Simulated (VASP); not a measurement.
OSZICAR of a VASP run on AlN (wurtzite):

### OSZICAR
```
       N       E                     dE             d eps       ncg     rms          rms(c)
DAV:   1     0.164505723133E+02    0.16451E+02   -0.73369E+03   576   0.114E+03
DAV:   2    -0.642514346553E+02   -0.80702E+02   -0.76893E+02   880   0.226E+02
DAV:   3    -0.678119282167E+02   -0.35605E+01   -0.35487E+01   752   0.498E+01
DAV:   4    -0.678353378319E+02   -0.23410E-01   -0.23407E-01   636   0.487E+00
DAV:   5    -0.678355902012E+02   -0.25237E-03   -0.25236E-03   732   0.505E-01    0.146E+01
DAV:   6    -0.439939586084E+02    0.23842E+02   -0.40318E+01   660   0.464E+01    0.835E+00
DAV:   7    -0.419264575877E+02    0.20675E+01   -0.10749E+01   576   0.316E+01    0.546E+00
DAV:   8    -0.420098462855E+02   -0.83389E-01   -0.20589E+00   576   0.136E+01    0.167E+00
DAV:   9    -0.420379478674E+02   -0.28102E-01   -0.66337E-01   576   0.931E+00    0.936E-01
DAV:  10    -0.420984844208E+02   -0.60537E-01   -0.35264E-01   576   0.729E+00    0.405E-01
DAV:  11    -0.421131129496E+02   -0.14629E-01   -0.83433E-03   676   0.119E+00    0.104E-01
DAV:  12    -0.421104801111E+02    0.26328E-02   -0.12493E-03   640   0.391E-01    0.802E-02
DAV:  13    -0.421132596255E+02   -0.27795E-02   -0.12015E-03   584   0.495E-01    0.372E-02
DAV:  14    -0.421130879055E+02    0.17172E-03   -0.36492E-04   576   0.269E-01    0.200E-02
DAV:  15    -0.421134163394E+02   -0.32843E-03   -0.24315E-05   672   0.681E-02    0.150E-02
DAV:  16    -0.421134197052E+02   -0.33659E-05   -0.14286E-05   592   0.431E-02    0.266E-03
DAV:  17    -0.421134347248E+02   -0.15020E-04   -0.39431E-06   616   0.246E-02    0.198E-03
DAV:  18    -0.421134167177E+02    0.18007E-04   -0.24844E-07   292   0.727E-03    0.124E-03
DAV:  19    -0.421134220747E+02   -0.53571E-05   -0.17991E-07   288   0.517E-03    0.492E-04
DAV:  20    -0.421134110522E+02    0.11023E-04   -0.56814E-08   288   0.351E-03    0.241E-04
DAV:  21    -0.421134125512E+02   -0.14990E-05   -0.26715E-09   288   0.627E-04    0.142E-04
DAV:  22    -0.421134123349E+02    0.21633E-06   -0.47851E-10   288   0.301E-04
   1 F= -.42113412E+02 E0= -.42113412E+02  d E =-.421134E+02
       N       E                     dE             d eps       ncg     rms          rms(c)
DAV:   1    -0.421169183039E+02   -0.35058E-02   -0.35461E-01   652   0.583E+00    0.818E-01
DAV:   2    -0.421127151071E+02    0.42032E-02   -0.47084E-02   620   0.198E+00    0.263E-01
DAV:   3    -0.421128506062E+02   -0.13550E-03   -0.25693E-03   692   0.525E-01    0.797E-02
DAV:   4    -0.421134681085E+02   -0.61750E-03   -0.62110E-04   576   0.347E-01    0.420E-02
DAV:   5    -0.421121816702E+02    0.12864E-02   -0.15358E-03   576   0.484E-01    0.375E-02
DAV:   6    -0.421133715014E+02   -0.11898E-02   -0.42342E-04   576   0.258E-01    0.156E-02
DAV:   7    -0.421133485343E+02    0.22967E-04   -0.19146E-05   644   0.515E-02    0.640E-03
DAV:   8    -0.421135060571E+02   -0.15752E-03   -0.64205E-06   576   0.375E-02    0.287E-03
DAV:   9    -0.421134768018E+02    0.29255E-04   -0.82771E-07   400   0.124E-02    0.160E-03
DAV:  10    -0.421135218042E+02   -0.45002E-04   -0.36717E-07   296   0.906E-03    0.385E-04
DAV:  11    -0.421134993022E+02    0.22502E-04   -0.10443E-07   288   0.419E-03    0.785E-05
DAV:  12    -0.421135029754E+02   -0.36732E-05   -0.73722E-09   288   0.897E-04    0.406E-05
DAV:  13    -0.421135022214E+02    0.75399E-06   -0.10210E-09   288   0.378E-04
   2 F= -.42113502E+02 E0= -.42113502E+02  d E =-.898865E-04
       N       E                     dE             d eps       ncg     rms          rms(c)
DAV:   1    -0.421162742147E+02   -0.27712E-02   -0.85446E-02   640   0.284E+00    0.403E-01
DAV:   2    -0.421158918056E+02    0.38241E-03   -0.11229E-02   604   0.970E-01    0.129E-01
DAV:   3    -0.421162994820E+02   -0.40768E-03   -0.63930E-04   696   0.261E-01    0.403E-02
DAV:   4    -0.421159535908E+02    0.34589E-03   -0.16224E-04   576   0.176E-01    0.218E-02
DAV:   5    -0.421162291228E+02   -0.27553E-03   -0.36888E-04   576   0.237E-01    0.182E-02
DAV:   6    -0.421161448266E+02    0.84296E-04   -0.99856E-05   576   0.125E-01    0.769E-03
DAV:   7    -0.421161663700E+02   -0.21543E-04   -0.49848E-06   640   0.266E-02    0.270E-03
DAV:   8    -0.421161000551E+02    0.66315E-04   -0.15035E-06   384   0.184E-02    0.121E-03
DAV:   9    -0.421161120625E+02   -0.12007E-04   -0.20561E-07   288   0.561E-03    0.898E-04
DAV:  10    -0.421160908801E+02    0.21182E-04   -0.10402E-07   288   0.487E-03    0.261E-04
DAV:  11    -0.421161029606E+02   -0.12080E-04   -0.32886E-08   288   0.237E-03    0.677E-05
DAV:  12    -0.421160994091E+02    0.35516E-05   -0.40180E-09   288   0.731E-04    0.430E-05
DAV:  13    -0.421161000053E+02   -0.59629E-06   -0.48283E-10   288   0.247E-04
   3 F= -.42116100E+02 E0= -.42116100E+02  d E =-.268767E-02
```

Question: Which electronic solver shows in the log?

Answer: It is blocked Davidson (ALGO = Normal, or the opening steps of other solvers). The INCAR had ALGO = Normal.

Question: Can the final energy be trusted as converged?

Answer: The calculation finished and met its thresholds. It stopped with EDIFF = 1E-6, NELM = 100, NSW = 60 and EDIFFG = -0.02 after 3 ionic steps (MS2 meta-GGA, plane waves, VASP's PBE PAW potentials (set 64)).

The compound is AlN in the wurtzite structure. This run relaxes it. Symmetry was kept, so distortions that lower it aren't found. The start is the result of an earlier pass.
